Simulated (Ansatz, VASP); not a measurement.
# Te: VASP beside Ansatz, part 2 of 3

Aim: how closely do two programs agree when they are given the same cell, functional and k mesh?  Valence electrons are named where the data sets of a main pair hold unlike numbers.

VASP 6.6.1 and Ansatz 0.2.0.

So far. Step 2 (VASP: band structure, LDA): The run ends at a pressure of -1.29 GPa, with forces up to 0.23 eV/Å.

## 6. VASP: band structure, r2SCAN

Level of this step: r2SCAN; plane waves and PAW (Te) (VASP).

Levels along a path test the potential and the projectors away from the mesh points.

The input, INCAR:

```
SYSTEM = Te
PREC = Accurate
ENCUT = 350
EDIFF = 1E-06
NELM = 100
ISMEAR = 0
SIGMA = 0.03
LREAL = .FALSE.
ALGO = Normal
METAGGA = R2SCAN
LASPH = .TRUE.
NBANDS = 22
LORBIT = 11
LWAVE = .FALSE.
LCHARG = .FALSE.
KPAR = 4
```

The input, POSCAR:

```
Te
1.0
    4.4572000000      0.0000000000      0.0000000000
   -2.2286000000      3.8600484297      0.0000000000
    0.0000000000      0.0000000000      5.9290000000
Te
3
Direct
    0.7367000000      0.7367000000      0.0000000000
    0.0000000000      0.2633000000      0.6666666667
    0.2633000000      0.0000000000      0.3333333333
```

The input, KPOINTS:

```
Automatic mesh
0
Gamma
6 6 4
0 0 0
```

The input, KPOINTS_OPT:

```
Line mode
10
Line-mode
Reciprocal
  0.00000000   0.00000000   0.00000000 GAMMA
  0.50000000   0.00000000   0.00000000 M

  0.50000000   0.00000000   0.00000000 M
  0.33333333   0.33333333   0.00000000 K

  0.33333333   0.33333333   0.00000000 K
  0.00000000   0.00000000   0.00000000 GAMMA

  0.00000000   0.00000000   0.00000000 GAMMA
  0.00000000   0.00000000   0.50000000 A

  0.00000000   0.00000000   0.50000000 A
  0.50000000   0.00000000   0.50000000 L

  0.50000000   0.00000000   0.50000000 L
  0.33333333   0.33333333   0.50000000 H

  0.33333333   0.33333333   0.50000000 H
  0.00000000   0.00000000   0.50000000 A

  0.50000000   0.00000000   0.50000000 L
  0.50000000   0.00000000   0.00000000 M

  0.33333333   0.33333333   0.00000000 K
  0.33333333   0.33333333   0.50000000 H
```

PAW data sets: Te (PBE family, release 64).

Run with:

```console
$ mpirun -np 4 vasp_std
```

Numbers of over 12 decimals in the logs are rounded to 6 here.

The program printed:

```text
[banner, memory and clock lines left out]
running    4 mpi-ranks, on    1 nodes
[...]
|                                                                             |
|               ----> ADVICE to this user running VASP <----                  |
|                                                                             |
|     You enforced a specific xc type in the INCAR file but a different       |
|     [... a line on the potential file left out ...]
|     I HOPE YOU KNOW WHAT YOU ARE DOING!                                     |
|                                                                             |

 LDA part: xc-table for (None), standard interpolation
 POSCAR, INCAR and KPOINTS ok, starting setup
[...]
entering main loop
       N       E                     dE             d eps       ncg     rms          rms(c)
DAV:   1    -0.128480607359E+02   -0.12848E+02   -0.49144E+03  1056   0.482E+02
DAV:   2    -0.756404958924E+02   -0.62792E+02   -0.59332E+02  1372   0.102E+02
[...]
DAV:  11    -0.762160739913E+02   -0.18357E-04   -0.27256E-05  1262   0.269E-02    0.641E-03
DAV:  12    -0.762160735473E+02    0.44398E-06   -0.17303E-06  1162   0.670E-03
   1 F= -.76216074E+02 E0= -.76216074E+02  d E =-.568213E-16
 Start KPOINTS_OPT (optional k-point list driver)
k-point batch [1-24\90]
       N       E                     dE             ncg
DAV:   1     0.151956302899E+04   -0.62011E+04     1056
DAV:   2    -0.378182733239E+01   -0.15233E+04     1384
DAV:   3    -0.882914035618E+02   -0.84510E+02     1314
DAV:   4    -0.897242039787E+02   -0.14328E+01     1354
DAV:   5    -0.897527407694E+02   -0.28537E-01     1392
DAV:   6    -0.897539597251E+02   -0.12190E-02     1446
DAV:   7    -0.897539775501E+02   -0.17825E-04     1328
DAV:   8    -0.897539783641E+02   -0.81405E-06      974
[...]
k-point batch [73-90\90]
       N       E                     dE             ncg
DAV:   1     0.278478323026E+04   -0.68769E+04      792
DAV:   2     0.168581421925E+04   -0.10990E+04     1050
DAV:   3     0.162946865600E+04   -0.56346E+02      998
DAV:   4     0.162850899408E+04   -0.95966E+00     1018
DAV:   5     0.162848754457E+04   -0.21450E-01     1068
DAV:   6     0.162848658743E+04   -0.95714E-03     1092
DAV:   7     0.162848656795E+04   -0.19479E-04     1006
DAV:   8     0.162848656703E+04   -0.92839E-06      754
```

OUTCAR, selected parts (step 6):

```text
  Total        0.9102545      0.9102545      0.9812253     -0.0000000     -0.0000000     -0.0000000
  in kB       14.2967418     14.2967418     15.4114318     -0.0000000     -0.0000000     -0.0000000
  external PRESSURE =      14.6683052 kB  Pullay stress =       0.0000000 kB

 POSITION                                       TOTAL-FORCE (eV/Angst)
 -----------------------------------------------------------------------------------
      1.64181      2.84370      0.00000        -0.043650     -0.075604      0.000000
     -0.58679      1.01635      3.95267        -0.043650      0.075604     -0.000000
      1.17358      0.00000      1.97633         0.087300     -0.000000      0.000000
 -----------------------------------------------------------------------------------
    total drift:                               -0.000001     -0.000002     -0.000000

  FREE ENERGIE OF THE ION-ELECTRON SYSTEM (eV)
  ---------------------------------------------------
  free  energy   TOTEN  =       -76.2160735473 eV

  energy  without entropy=      -76.2160735473  energy(sigma->0) =      -76.21607355

[... 2 parts as in an earlier step ...]

[... 1 further part left out ...]
[key lines of the parts left out:]
E-fermi :   5.9294
```

The PAW data sets were made with PBE, which is usual practice but a small mismatch for other functionals.

## 7. Ansatz: band structure, r2SCAN

The same cell, functional, mesh and smearing now go to Ansatz, which takes its cutoff from its data sets.

The cell is taken from a series of VASP runs on this material, whose earlier steps may have relaxed, scaled or displaced it; both programs get it as it stands.

The input, input.yaml:

```yaml
crystal:
  lattice:
    - [4.4572, 0.0, 0.0]
    - [-2.2286, 3.8600484297, 0.0]
    - [0.0, 0.0, 5.929]
  atoms:
    - { symbol: Te, position: [0.7367, 0.7367, 0.0] }
    - { symbol: Te, position: [0.0, 0.2633, 0.6666666667] }
    - { symbol: Te, position: [0.2633, 0.0, 0.3333333333] }
hamiltonian:
  xc: r2scan
  pseudopotentials: { kind: paw }
kpoints:
  mp_grid: { grid: [6, 6, 4] }
  band_path:
    path:
      - [0.0, 0.0, 0.0]
      - [0.16667, 0.0, 0.0]
      - [0.33333, 0.0, 0.0]
      - [0.5, 0.0, 0.0]
      - [0.46296, 0.07407, 0.0]
      - [0.40741, 0.18519, 0.0]
      - [0.35185, 0.2963, 0.0]
      - [0.2963, 0.2963, 0.0]
      - [0.18519, 0.18519, 0.0]
      - [0.07407, 0.07407, 0.0]
      - [0.0, 0.0, 0.0]
      - [0.0, 0.0, 0.16667]
      - [0.0, 0.0, 0.33333]
      - [0.0, 0.0, 0.5]
      - [0.11111, 0.0, 0.5]
      - [0.33333, 0.0, 0.5]
      - [0.5, 0.0, 0.5]
      - [0.46296, 0.07407, 0.5]
      - [0.40741, 0.18519, 0.5]
      - [0.35185, 0.2963, 0.5]
      - [0.33333, 0.33333, 0.5]
      - [0.2963, 0.2963, 0.5]
      - [0.18519, 0.18519, 0.5]
      - [0.07407, 0.07407, 0.5]
      - [0.5, 0.0, 0.5]
      - [0.5, 0.0, 0.33333]
      - [0.5, 0.0, 0.16667]
      - [0.5, 0.0, 0.0]
      - [0.33333, 0.33333, 0.11111]
      - [0.33333, 0.33333, 0.27778]
      - [0.33333, 0.33333, 0.5]
    npoints: 1
scf:
  occupations: { method: gaussian, width: 0.03 }
  n_extra_bands: 7
output:
  forces: true
  stress: true
  eigenvalues: true
  write_density: true
  write_potential: true
  elf: true
  volumetric_format: npy
```

Run with:

```console
$ ansatz run input.yaml --threads 2 --pin off --max-ram 4608MiB --backend cpu --events-out ev --progress --plain --runs-dir out
```

The program printed:

```text
[...]
Crystal: 3 atoms, lattice volume = 102.008 Å³
Basis set: ecut = 500 eV, 2595 PW (Γ), exchange–correlation on 144×144×180 points (64 copies of the dense FFT grid, shifted against one another)
Bands: 31, of which v1, the nominal top of the filled ones, is band 24 counted from 1 (23 counted from 0)
Symmetry: 6 space group operations
[...]
k-point 0: bands = [... 20 lower, 5.6728, 6.8459, 6.8459, 7.7497, 9.7396, 9.7396, 10.4006, 13.9348, ... 3 higher]
  k-point 1: bands = [... 20 lower, 5.9248, 6.9788, 7.0662, 7.6827, 9.4255, 9.4803, 9.9377, 13.4006, ... 3 higher]
  k-point 2: bands = [... 20 lower, 5.7570, 7.1131, 7.4517, 7.4517, 9.1983, 9.3823, 9.3823, 13.0100, ... 3 higher]
  k-point 23: bands = [... 20 lower, 3.3819, 7.4419, 8.5629, 8.5629, 8.9241, 10.1698, 10.1698, 14.8774, ... 3 higher]
[key lines of the parts left out:]
SCF converged after 6 iterations
Free energy (F): -20984.440543 eV
Fermi energy:    8.744337 eV
P = ⅓ Tr σ = 1.4584 GPa (14.584 kbar)
```

Elapsed: 26 s, on 2 threads of Arm Neoverse N1, shared host; peak memory 0.54 GiB.

## 8. Side by side

What differs besides the data sets and the points named for the pairs above, as far as they apply: VASP keeps PBE cores, Ansatz makes them for the functional; the data sets hold 48 valence electrons in Ansatz (on its default PAW (the set named soft_2) files) and 18 in VASP; the cutoff is 500 eV in Ansatz and 350 eV in VASP. Total energies have different zeros and are not compared.

Both answers:

| quantity | Ansatz | VASP | difference |
| --- | --- | --- | --- |
| pressure (GPa) | 1.46 | 1.47 | -0.01 |
| gap over the path points (eV) | 0.337 | 0.305 | +0.032 |

Forces (eV/Å; atoms numbered as in POSCAR):

| atom | Ansatz x, y, z | VASP x, y, z |
| --- | --- | --- |
| Te1 | -0.028, -0.048, 0.000 | -0.044, -0.076, 0.000 |
| Te2 | -0.028, 0.048, 0.000 | -0.044, 0.076, 0.000 |
| Te3 | 0.056, 0.000, 0.000 | 0.087, 0.000, 0.000 |

Levels at points of the path, from each program's valence-band top (eV; 4 filled, then empty):

```csv
k (reciprocal lattice),Ansatz,VASP
0.000 0.000 0.000,-2.91 -1.74 -1.74 -0.84 1.15 1.15 1.81,-2.92 -1.75 -1.75 -0.84 1.13 1.13 1.81
0.167 0.000 0.000,-3.27 -1.34 -1.01 -0.85 1.03 1.12 1.70,-3.28 -1.35 -1.01 -0.86 1.01 1.10 1.70
0.333 0.000 0.000,-3.75 -2.45 -1.11 -0.91 1.09 1.27 3.02,-3.76 -2.46 -1.11 -0.91 1.08 1.26 3.01
0.500 0.000 0.000,-3.72 -3.60 -1.19 -0.92 1.09 1.20 3.36,-3.72 -3.61 -1.20 -0.92 1.08 1.19 3.34
0.463 0.074 0.000,-3.68 -3.58 -1.40 -1.21 1.31 1.52 3.54,-3.69 -3.58 -1.41 -1.22 1.30 1.51 3.52
0.407 0.185 0.000,-3.50 -3.43 -2.15 -2.08 2.12 2.50 3.74,-3.51 -3.44 -2.15 -2.09 2.10 2.49 3.73
0.352 0.296 0.000,-3.22 -3.22 -2.88 -2.71 2.92 3.12 3.44,-3.23 -3.23 -2.88 -2.71 2.91 3.11 3.44
0.296 0.296 0.000,-3.35 -3.06 -2.77 -2.62 2.79 3.11 3.35,-3.36 -3.07 -2.77 -2.63 2.77 3.10 3.34
0.185 0.185 0.000,-3.23 -2.08 -1.67 -1.63 1.87 2.03 2.31,-3.23 -2.09 -1.68 -1.64 1.85 2.01 2.30
0.074 0.074 0.000,-2.99 -1.60 -1.02 -0.72 0.90 1.14 1.73,-2.99 -1.60 -1.02 -0.73 0.88 1.12 1.72
```

The forces differ by 18 meV/Å r.m.s., which is 36.3 % of the r.m.s. force of 0.050 eV/Å (both taken over all components). Among the levels compared at these points, filled levels agree within 19 meV and empty ones within 32 meV. Ansatz's pressure holds a Pulay correction of 0.02 GPa; VASP's holds none.

## 9. Other set-ups

Further runs change the set-up of one program: Ansatz's method, potentials or start, or VASP's data sets, cutoff or form of LDA. The table gives Ansatz less VASP for each quantity, since a change that brings one quantity closer may part another.

```
                                        run  r.m.s. force difference (meV/Å)  pressure (GPa)  gap over the path points (eV)
                                   as above                               18         -0.0085                          0.032
                       cores kept as stored                               18         -0.0062                          0.032
          Ansatz's all-electron LAPW method                               22         -0.0041                          0.038
    Ansatz's larger PAW set (cutoff 430 eV)                               20         -0.0041                          0.035
norm-conserving potentials (cutoff 1230 eV)                               24          -0.024                          0.039
```

## 10. VASP: band structure, r2SCAN, spin-orbit coupling

Levels along a path test the potential and the projectors away from the mesh points.

INCAR: that of step 6 with these lines changed.

```diff
@@ -11,3 +11,7 @@
 LASPH = .TRUE.
-NBANDS = 22
+LNONCOLLINEAR = .TRUE.
+MAGMOM = 0 0 0 0 0 0 0 0 0
+NBANDS = 30
+GGA_COMPAT = .FALSE.
+LSORBIT = .TRUE.
 LORBIT = 11
```

POSCAR is that of step 6.

KPOINTS is that of step 6.

KPOINTS_OPT is that of step 6.

Run with:

```console
$ mpirun -np 4 vasp_ncl
```

The program printed:

```text
[banner, memory and clock lines left out]
running    4 mpi-ranks, on    1 nodes
[...]
[... a notice as in an earlier step ...]

 LDA part: xc-table for (None), standard interpolation
 POSCAR, INCAR and KPOINTS ok, starting setup
[...]
entering main loop
       N       E                     dE             d eps       ncg     rms          rms(c)
DAV:   1    -0.317995498991E+01   -0.31800E+01   -0.52648E+03  2040   0.723E+02
DAV:   2    -0.744112473765E+02   -0.71231E+02   -0.68091E+02  2666   0.136E+02
DAV:   3    -0.795070133117E+02   -0.50958E+01   -0.50471E+01  2504   0.384E+01
DAV:   4    -0.795947009560E+02   -0.87688E-01   -0.87656E-01  2462   0.607E+00
[...]
DAV:  12    -0.765397148562E+02   -0.41036E-05   -0.33701E-06  2394   0.141E-02    0.116E-02
DAV:  13    -0.765397162541E+02   -0.13979E-05   -0.35895E-06  2148   0.145E-02    0.818E-03
DAV:  14    -0.765397164980E+02   -0.24393E-06   -0.14627E-07  1206   0.261E-03
   1 F= -.76539716E+02 E0= -.76539714E+02  d E =-.526834E-05  mag=     0.0000    -0.0000     0.0000
 Start KPOINTS_OPT (optional k-point list driver)
k-point batch [1-34\90]
       N       E                     dE             ncg
DAV:   1     0.260706434077E+04   -0.50196E+04     2040
DAV:   2     0.125484221936E+03   -0.24816E+04     2686
DAV:   3    -0.474033101415E+02   -0.17289E+03     2522
DAV:   4    -0.506812329071E+02   -0.32779E+01     2502
DAV:   5    -0.507414887789E+02   -0.60256E-01     2396
DAV:   6    -0.507445855625E+02   -0.30968E-02     2644
DAV:   7    -0.507446200084E+02   -0.34446E-04     2402
DAV:   8    -0.507446213875E+02   -0.13790E-05     1648
DAV:   9    -0.507446215445E+02   -0.15705E-06     1546
[...]
k-point batch [69-90\90]
       N       E                     dE             ncg
DAV:   1     0.612898329548E+04   -0.73166E+04     1320
DAV:   2     0.456089592870E+04   -0.15681E+04     1746
DAV:   3     0.445394672805E+04   -0.10695E+03     1580
DAV:   4     0.445186709138E+04   -0.20796E+01     1568
DAV:   5     0.445180975565E+04   -0.57336E-01     1542
DAV:   6     0.445180696261E+04   -0.27930E-02     1680
DAV:   7     0.445180693360E+04   -0.29006E-04     1512
DAV:   8     0.445180693239E+04   -0.12158E-05     1090
DAV:   9     0.445180693226E+04   -0.12567E-06      916
```

From OUTCAR (step 10):

```text
  Total        1.0234559      1.0234559      1.2634397      0.0000000      0.0000000     -0.0000000
  in kB       16.0747187     16.0747187     19.8439792      0.0000000      0.0000000     -0.0000000
  external PRESSURE =      17.3311389 kB  Pullay stress =       0.0000000 kB

 POSITION                                       TOTAL-FORCE (eV/Angst)
 -----------------------------------------------------------------------------------
      1.64181      2.84370      0.00000        -0.061480     -0.106486      0.000000
     -0.58679      1.01635      3.95267        -0.061480      0.106486      0.000000
      1.17358      0.00000      1.97633         0.122960     -0.000000     -0.000000
 -----------------------------------------------------------------------------------
    total drift:                                0.000000      0.000000     -0.000000

  FREE ENERGIE OF THE ION-ELECTRON SYSTEM (eV)
  ---------------------------------------------------
  free  energy   TOTEN  =       -76.5397164980 eV

  energy  without entropy=      -76.5397112296  energy(sigma->0) =      -76.53971386

 magnetization (x)
# of ion       s       p       d       tot
------------------------------------------
    1        0.000   0.000   0.000   0.000
    2        0.000   0.000   0.000   0.000
    3       -0.000  -0.000  -0.000  -0.000
--------------------------------------------------
tot         -0.000   0.000   0.000  -0.000

 magnetization (y)
# of ion       s       p       d       tot
------------------------------------------
    1        0.000   0.000   0.000   0.000
    2       -0.000  -0.000  -0.000  -0.000
    3        0.000  -0.000   0.000  -0.000
--------------------------------------------------
tot          0.000  -0.000   0.000  -0.000

 magnetization (z)
# of ion       s       p       d       tot
------------------------------------------
    1        0.000   0.000   0.000   0.000
    2        0.000   0.000  -0.000   0.000
    3       -0.000   0.000   0.000   0.000
--------------------------------------------------
tot          0.000   0.000   0.000   0.000

[... 1 part as in an earlier step ...]

[... 2 further parts left out ...]
[key lines of the parts left out:]
E-fermi :   6.0451
```

The run ends at a pressure of 1.73 GPa, with forces up to 0.12 eV/Å.

[end of part 2 of 3]

[Lines on the potential files, build, host, timing and source positions are cut from VASP's logs without a mark.]

[Logs are printed without paths, hosts, clocks, repeated set-up lines and the standing remarks that a program may print on its own settings, such as how far it seeks lower states.]

[Hosts, paths, dates, database ids (printed as entryN), source tags and the programs' standing remarks are cut or masked in the printed files.]
